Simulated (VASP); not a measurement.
Input:

```
CELL_PARAMETERS angstrom
      1.46733    -2.54150     0.00000
      1.46733     2.54150     0.00000
      0.00000     0.00000     4.63121
ATOMIC_POSITIONS crystal
  Ti 0.33333 0.66667 0.25000
  Ti 0.66667 0.33333 0.75000
```

Level of theory: r2SCAN meta-GGA, VASP's PBE PAW potentials (set 64) (plane waves; VASP). Numerical set-up: 480 eV cut-off, 14×14×8 Γ-centred mesh, first-order Methfessel-Paxton smearing of 0.10 eV, potentials Ti_sv.

Each relaxation starts from this cell; other phases were not tried.

Problem. The cell is relaxed at 10 GPa. What happens?

Solution. The volume per atom goes from 17.27 to 16.08 Å³ (-6.9 %), and the cell becomes a = b = 2.865 Å, c = 4.523 Å, α = β = 90.00°, γ = 120.00°, space group P6_3/mmc.

Failed runs are left out, and for metals the shear rows, which the mesh's noise covers.

The compound is Ti in the hcp structure.
